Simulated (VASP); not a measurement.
Level of theory: revPBE GGA, VASP's PBE PAW potentials (set 64) (plane waves; VASP 6.6.1).

Input for VASP

**INCAR**
```
! general
SYSTEM  = TiO2
PREC    = Accurate
ENCUT   = 520   ! plane-wave cut-off (eV)
LREAL   = .FALSE.   ! projection in real space or not
LASPH   = .TRUE.   ! aspherical one-centre terms

! electronic loop
EDIFF   = 1E-7   ! SCF stop (eV)
NELM    = 100   ! most electronic steps
ALGO    = Normal
LMAXMIX = 4   ! l cut-off of mixed one-centre charges

! smearing
ISMEAR  = -5   ! tetrahedra, Bloechl

! functional
GGA     = RE   ! revPBE

! ions
ISIF    = 2   ! forces and stress, cell fixed

! output
LWAVE   = .FALSE.
LCHARG  = .TRUE.
LORBIT  = 11
NEDOS   = 601

! other
LEFG    = .TRUE.
```

File POSCAR:
```
TiO2
5.5925150
 -0.3415035190   0.3415035190   0.8756430273
  0.3415035190  -0.3415035190   0.8756430273
  0.3415035190   0.3415035190  -0.8756430273
Ti O
2 4
Cartesian
  0.0000000000   0.3415035190   0.4378215136
  0.0000000000   0.0000000000   0.0000000000
 -0.0000000000   0.3415035190   0.0773950401
 -0.0000000000   0.0000000000   1.3908595811
 -0.0000000000   0.0000000000   0.3604264735
  0.0000000000   0.3415035190   0.7982479872
```

**KPOINTS**
```
Automatic mesh
0
Gamma
9 9 9
0 0 0
```

POTCAR, in this order: Ti_sv O (PBE.64 set). Program: vasp_std.

Task: What will the output report for the number of irreducible k-points (NKPTS), largest plane-wave count, number of space-group operations, FFT grid (NGX, NGY, NGZ)?

Result: 
* **number of irreducible k-points (NKPTS)**: 75
* **largest plane-wave count**: 1943
* **number of space-group operations**: 16
* **FFT grid (NGX, NGY, NGZ)**: 42 × 42 × 42

The compound is TiO2 in the anatase structure, one of several forms; rutile is the usual stable one. It was relaxed first.
